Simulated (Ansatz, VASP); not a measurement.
# Hf2CO2 (Hf2CO2 MXene 3 layers, AA) in two plane-wave programs, part 2 of 2

One calculation is typed for both programs; each brings its own data sets. How far apart do they land? The structure shown is the start of the Ansatz relaxation below; VASP solves that cell, so the two are compared at the walk's first step.

VASP 6.6.1 and Ansatz 0.2.0.

So far: The starting structure; Ansatz: relaxation, PBE with D3(BJ).

**3. VASP: single point, PBE with D3(BJ), start cell**

Level of this step: PBE with D3(BJ); plane waves and PAW (O, Hf_pv, C) (VASP).

The same cell, functional, mesh and smearing now go to VASP, with its own data sets.

Lines of VASP's logs that name or quote its potential files are left out, and so is its time.

Input file INCAR:

```
SYSTEM = Hf2CO2
PREC = Accurate
ENCUT = 520
EDIFF = 1E-06
NELM = 120
ISMEAR = -1
SIGMA = 0.05
LREAL = .FALSE.
ALGO = Normal
GGA = PE
IVDW = 12
NBANDS = 69
LASPH = .TRUE.
LORBIT = 11
LWAVE = .FALSE.
LCHARG = .FALSE.
ISIF = 2
LDIPOL = .TRUE.
IDIPOL = 3
DIPOL = 0.5 0.5 0.5
LVHAR = .TRUE.
GGA_COMPAT = .FALSE.
EFERMI = MIDGAP
NELMDL = -8
KPAR = 4
```

Input file POSCAR:

```
Hf2CO2
1.0
    3.2890000000      0.0000000000      0.0000000000
   -1.6445000000      2.8483580000      0.0000000000
    0.0000000000      0.0000000000     72.3588400000
O Hf C
6 6 3
Direct
    0.3333332748      0.6666665496      0.3572472969
    0.6666667252      0.3333334504      0.4256970814
    0.3333332748      0.6666665496      0.4657751147
    0.6666667252      0.3333334504      0.5342248991
    0.3333332748      0.6666665496      0.5743029324
    0.6666667252      0.3333334504      0.6427527031
    0.6666667252      0.3333334504      0.3735372485
    0.3333332748      0.6666665496      0.4094071298
    0.6666667252      0.3333334504      0.4820650525
    0.3333332748      0.6666665496      0.5179349475
    0.6666667252      0.3333334504      0.5905928702
    0.3333332748      0.6666665496      0.6264627653
    0.0000000000      0.0000000000      0.3914721823
    0.0000000000      0.0000000000      0.5000000000
    0.0000000000      0.0000000000      0.6085278177
```

Input file KPOINTS:

```
Automatic mesh
0
Gamma
12 12 1
0 0 0
```

Potentials, in the order of the species: O, Hf_pv and C (PBE family, release 64).

Started as:

```bash
> mpirun -np 4 vasp_std
```

Numbers of over 12 decimals in the logs are rounded to 6 here.

Output:

```text
[banner, memory and clock lines left out]
running    4 mpi-ranks, on    1 nodes
 distrk:  each k-point on    1 cores,    4 groups
 distr:  one band on    1 cores,    1 groups

 POSCAR found type information on POSCAR O HfC
 POSCAR found :  3 types and      15 ions
 LDA part: xc-table for (Slater+PW92), standard interpolation
|                                                                             |
|           W    W    AA    RRRRR   N    N  II  N    N   GGGG   !!!           |
|           W    W   A  A   R    R  NN   N  II  NN   N  G    G  !!!           |
|           W    W  A    A  R    R  N N  N  II  N N  N  G       !!!           |
|           W WW W  AAAAAA  RRRRR   N  N N  II  N  N N  G  GGG   !            |
|           WW  WW  A    A  R   R   N   NN  II  N   NN  G    G                |
|           W    W  A    A  R    R  N    N  II  N    N   GGGG   !!!           |
|                                                                             |
|     One of the lattice vectors is very long (>50 A), but AMIN is rather     |
|     large. This can spoil convergence since charge sloshing might occur     |
|     along the long lattice vector. If problems with convergence are         |
|     observed, try to decrease AMIN to a smaller value (e.g. 0.01).          |
|     Note: This warning only applies if the self-consistency cycle is        |
|     used.                                                                   |
|                                                                             |

 POSCAR, INCAR and KPOINTS ok, starting setup
 FFT: planning ... GRIDC
 FFT: planning ... GRID_SOFT
 FFT: planning ... GRID
 WAVECAR not read
 entering main loop
       N       E                     dE             d eps       ncg     rms          rms(c)
DAV:   1     0.784396297037E+03    0.78440E+03   -0.53988E+04  3302   0.128E+03
DAV:   2    -0.680622657289E+02   -0.85246E+03   -0.83233E+03  3418   0.326E+02
DAV:   3    -0.171207136664E+03   -0.10314E+03   -0.10146E+03  3047   0.989E+01
DAV:   4    -0.175057809555E+03   -0.38507E+01   -0.38374E+01  3348   0.201E+01
DAV:   5    -0.175158848292E+03   -0.10104E+00   -0.10094E+00  3300   0.309E+00
DAV:   6    -0.175162688159E+03   -0.38399E-02   -0.38386E-02  3468   0.612E-01
DAV:   7    -0.175162823339E+03   -0.13518E-03   -0.13512E-03  3284   0.105E-01
DAV:   8    -0.175162831199E+03   -0.78603E-05   -0.78577E-05  3292   0.241E-02    0.124E+02
DAV:   9    -0.150521718177E+03    0.24641E+02   -0.15165E+02  2935   0.364E+01    0.102E+02
DAV:  10    -0.153682875424E+03   -0.31612E+01   -0.55137E+01  3179   0.279E+01    0.293E+01
DAV:  11    -0.148980481078E+03    0.47024E+01   -0.27894E+01  3018   0.192E+01    0.453E+00
DAV:  12    -0.149031394481E+03   -0.50913E-01   -0.26558E+00  3060   0.592E+00    0.779E+00
DAV:  13    -0.149038263726E+03   -0.68692E-02   -0.14378E-01  3388   0.115E+00    0.579E+00
DAV:  14    -0.149030008405E+03    0.82553E-02   -0.12825E-01  3455   0.133E+00    0.264E+00
[...]
DAV:  25    -0.149020136498E+03   -0.89394E-04   -0.65749E-06  2655   0.849E-03    0.161E-02
DAV:  26    -0.149020215170E+03   -0.78673E-04   -0.34433E-06  2516   0.569E-03    0.136E-02
DAV:  27    -0.149020256511E+03   -0.41341E-04   -0.11401E-06  2036   0.389E-03    0.161E-02
DAV:  28    -0.149020267005E+03   -0.10494E-04   -0.24332E-07  1709   0.181E-03    0.114E-02
DAV:  29    -0.149020293647E+03   -0.26643E-04   -0.65880E-07  1967   0.185E-03    0.818E-03
DAV:  30    -0.149020300371E+03   -0.67235E-05   -0.14723E-07  1715   0.117E-03    0.506E-03
DAV:  31    -0.149020305535E+03   -0.51642E-05   -0.25876E-07  1763   0.141E-03    0.185E-03
DAV:  32    -0.149020306449E+03   -0.91367E-06   -0.54067E-08  1639   0.860E-04
   1 F= -.15214759E+03 E0= -.15214757E+03  d E =-.388042E-04
```

Parts of OUTCAR (step 3):

```text
ion  position               nearest neighbor table
   1  0.333  0.667  0.357-   7 2.23   7 2.23   7 2.24
   2  0.667  0.333  0.426-   8 2.23   8 2.23   8 2.24
   3  0.333  0.667  0.466-   9 2.23   9 2.23   9 2.24
   4  0.667  0.333  0.534-  10 2.23  10 2.23  10 2.24
   5  0.333  0.667  0.574-  11 2.23  11 2.23  11 2.24
   6  0.667  0.333  0.643-  12 2.23  12 2.23  12 2.24
   7  0.667  0.333  0.374-   1 2.23   1 2.23   1 2.24  13 2.30  13 2.30  13 2.30   8 3.22   8 3.22
                             8 3.22
   8  0.333  0.667  0.409-   2 2.23   2 2.23   2 2.24  13 2.30  13 2.30  13 2.30   7 3.22   7 3.22
                             7 3.22
   9  0.667  0.333  0.482-   3 2.23   3 2.23   3 2.24  14 2.30  14 2.30  14 2.30  10 3.22  10 3.22
                            10 3.22
  10  0.333  0.667  0.518-   4 2.23   4 2.23   4 2.24  14 2.30  14 2.30  14 2.30   9 3.22   9 3.22
                             9 3.22
  11  0.667  0.333  0.591-   5 2.23   5 2.23   5 2.24  15 2.30  15 2.30  15 2.30  12 3.22  12 3.22
                            12 3.22
  12  0.333  0.667  0.626-   6 2.23   6 2.23   6 2.24  15 2.30  15 2.30  15 2.30  11 3.22  11 3.22
                            11 3.22
  13  0.000  0.000  0.391-   7 2.30   7 2.30   7 2.30   8 2.30   8 2.30   8 2.30
  14  0.000  0.000  0.500-  10 2.30   9 2.30  10 2.30   9 2.30   9 2.30  10 2.30
  15  0.000  0.000  0.609-  11 2.30  12 2.30  11 2.30  11 2.30  12 2.30  12 2.30

  LATTYP: Found a hexagonal cell.
 ALAT       =     3.2890000000
 C/A-ratio  =    22.0002553968

 Subroutine GETGRP returns: Found 12 space group operations
 (whereof 12 operations were pure point group operations)

The static configuration has the point symmetry D_3d.

 Found     19 irreducible k-points:

   k-points           NKPTS =     19   k-points in BZ     NKDIM =     19   number of bands    NBANDS=     69

   dimension x,y,z NGX =    24 NGY =   24 NGZ =  540
   dimension x,y,z NGXF=    48 NGYF=   48 NGZF= 1080

   ENCUT  =  520.0 eV  38.22 Ry    6.18 a.u.   6.12  6.12134.54*2*pi/ulx,y,z

   NELECT =     108.0000    total number of electrons

 k-points in reciprocal lattice and weights: Automatic mesh
   0.00000000  0.00000000  0.00000000       0.007
   0.08333333  0.00000000  0.00000000       0.042
   0.16666667  0.00000000  0.00000000       0.042
   0.25000000  0.00000000  0.00000000       0.042
   0.33333333  0.00000000  0.00000000       0.042
   0.41666667  0.00000000  0.00000000       0.042
   0.50000000  0.00000000  0.00000000       0.021
   0.08333333  0.08333333  0.00000000       0.042
   0.16666667  0.08333333  0.00000000       0.083
[...]
0.33333333  0.25000000  0.00000000       0.083
   0.33333333  0.33333333  0.00000000       0.014

 dipolmoment           0.000000      0.000000     -0.000018 electrons x Angstroem

 average (electrostatic) potential at core
       1 -78.4542       2 -78.4522       3 -78.4522       4 -78.4523       5 -78.4523
       6 -78.4546       7 -46.0895       8 -46.0896       9 -46.0892      10 -46.0892
      11 -46.0898      12 -46.0898      13 -57.2393      14 -57.2393      15 -57.2396

 E-fermi :  -4.0470

 k-point     1 :       0.0000    0.0000    0.0000
  band No.  band energies     occupation
    ...
     50      -4.4407      1.99924
     51      -4.4329      1.99911
     52      -4.4329      1.99911
     53      -4.4253      1.99897
     54      -4.4253      1.99897
     55      -1.9754      0.00000
     56      -1.9754      0.00000
     57      -1.9722      0.00000
     58      -1.9722      0.00000
     59      -1.9683      0.00000
    ...

 k-point     2 :       0.0833    0.0000    0.0000
  band No.  band energies     occupation
    ...
     50      -4.7705      2.00000
     51      -4.6410      1.99999
     52      -4.6323      1.99998
     53      -4.6277      1.99998
     54      -4.6238      1.99998
     55      -2.0902      0.00000
     56      -2.0831      0.00000
     57      -2.0752      0.00000
     58      -1.7303      0.00000
     59      -1.7257      0.00000
    ...

 k-point     3 :       0.1667    0.0000    0.0000
  band No.  band energies     occupation
    ...
     50      -5.0086      2.00000
     51      -4.9993      2.00000
     52      -4.8033      2.00000
     53      -4.7442      2.00000
     54      -4.6914      1.99999
     55      -2.5369      0.00000
     56      -2.5138      0.00000
     57      -2.4898      0.00000
     58      -1.1879      0.00000
     59      -1.1822      0.00000
    ...

 Edisp (eV)   -3.12729

  Total     -16.45966   -16.45967   -14.52818     0.00000     0.00000     0.00000
  in kB     -38.90285   -38.90286   -34.33774     0.00000     0.00000     0.00000
  external pressure =      -37.38 kB  Pullay stress =        0.00 kB

  energy-cutoff  :      520.00
  volume of cell :      677.88
      direct lattice vectors                 reciprocal lattice vectors
     3.289000000  0.000000000  0.000000000     0.304043782  0.175539732  0.000000000
    -1.644500000  2.848358000  0.000000000     0.000000000  0.351079464  0.000000000
     0.000000000  0.000000000 72.358840000     0.000000000  0.000000000  0.013820011

 POSITION                                       TOTAL-FORCE (eV/Angst)
 -----------------------------------------------------------------------------------
     -0.00000      1.89890     25.85000         0.000000      0.000000      3.267017
      1.64450      0.94945     30.80295         0.000000     -0.000000     -3.255777
     -0.00000      1.89890     33.70295         0.000000      0.000000      3.256421
      1.64450      0.94945     38.65589         0.000000      0.000000     -3.256421
     -0.00000      1.89890     41.55589        -0.000000      0.000000      3.255777
      1.64450      0.94945     46.50884        -0.000000     -0.000000     -3.267017
      1.64450      0.94945     27.02872        -0.000000     -0.000000     -4.555084
     -0.00000      1.89890     29.62423         0.000000     -0.000000      4.657537
      1.64450      0.94945     34.88167         0.000000      0.000000     -4.642590
     -0.00000      1.89890     37.47717        -0.000000     -0.000000      4.642590
      1.64450      0.94945     42.73461         0.000000      0.000000     -4.657537
     -0.00000      1.89890     45.33012         0.000000      0.000000      4.555084
      0.00000      0.00000     28.32647         0.000000      0.000000      0.005739
      0.00000      0.00000     36.17942         0.000000      0.000000     -0.000000
      0.00000      0.00000     44.03237         0.000000      0.000000     -0.005739
 -----------------------------------------------------------------------------------
    total drift:                               -0.000000     -0.000000     -0.004389

  FREE ENERGIE OF THE ION-ELECTRON SYSTEM (eV)
  ---------------------------------------------------
  free  energy   TOTEN  =      -152.1475929436 eV

  energy  without entropy=     -152.1475541394  energy(sigma->0) =     -152.14757354

 vacuum level on the upper side and lower side of the slab         3.225         3.225

 total charge
# of ion       s       p       d       tot
------------------------------------------
    1        1.571   3.369   0.000   4.940
    2        1.571   3.370   0.000   4.941
    3        1.571   3.370   0.000   4.941
    4        1.571   3.370   0.000   4.941
    5        1.571   3.370   0.000   4.941
    6        1.571   3.369   0.000   4.940
    7        0.306   6.592   1.482   8.380
    8        0.306   6.592   1.481   8.380
    9        0.306   6.592   1.481   8.380
   10        0.306   6.592   1.481   8.380
   11        0.306   6.592   1.481   8.380
   12        0.306   6.592   1.482   8.380
   13        0.866   1.581   0.000   2.446
   14        0.866   1.581   0.000   2.446
   15        0.866   1.581   0.000   2.446
--------------------------------------------------
tot         13.859  64.515   8.890  87.264

[... 3 further parts left out ...]
```

**4. Differences**

Known differences besides the potentials themselves: Ansatz cuts the interaction across the vacuum, VASP repeats the sheet with a dipole correction; the data sets hold 204 valence electrons in Ansatz (on its PAW soft_1 files) and 108 in VASP; the cutoff is 420 eV in Ansatz and 520 eV in VASP. Total energies have different zeros and are not compared.

Forces on 10 of the 15 atoms, those with the largest forces and the largest differences (eV/Å; atoms numbered as in POSCAR):

```
atom        Ansatz x, y, z          VASP x, y, z
  O1   0.000, 0.000, 3.113   0.000, 0.000, 3.267
  O2  0.000, 0.000, -3.101  0.000, 0.000, -3.256
  O4  0.000, 0.000, -3.102  0.000, 0.000, -3.256
  O5   0.000, 0.000, 3.101   0.000, 0.000, 3.256
 Hf7  0.000, 0.000, -4.478  0.000, 0.000, -4.555
 Hf8   0.000, 0.000, 4.581   0.000, 0.000, 4.658
 Hf9  0.000, 0.000, -4.566  0.000, 0.000, -4.643
Hf10   0.000, 0.000, 4.566   0.000, 0.000, 4.643
Hf11  0.000, 0.000, -4.581  0.000, 0.000, -4.658
Hf12   0.000, 0.000, 4.478   0.000, 0.000, 4.555
```

The forces differ by 63 meV/Å r.m.s., which is 3.0 % of the r.m.s. force of 2.064 eV/Å (both taken over all components). With vacuum in the cell, a pressure given here is an average over mostly empty space and none of the material.

**5. What came out**

| Quantity | Value |
| --- | --- |
| r.m.s. force difference (single point, PBE with D3(BJ), start cell) | 3.0 % of the r.m.s. force |

**Reading.** The r.m.s. force difference is 3.0 % of the r.m.s. force (single point, PBE with D3(BJ), start cell), at about the 3 % picked in this series as the mark of a large difference. The data sets hold unlike numbers of valence electrons (204 in Ansatz and 108 in VASP), so part of the differences comes from the potentials. What causes the difference of the single point, PBE with D3(BJ), start cell pair stays open here. 1 further run of this series is not shown here. How closely two codes agree says nothing of how well the functional describes the real material.

[Lines on the potential files, build, host, timing and source positions are cut from VASP's logs without a mark.]

[Logs are printed without paths, hosts, clocks, repeated set-up lines and the standing remarks that a program may print on its own settings, such as how far it seeks lower states.]

[Hosts, paths, dates, database ids (printed as entryN), source tags and the programs' standing remarks are cut or masked in the printed files.]
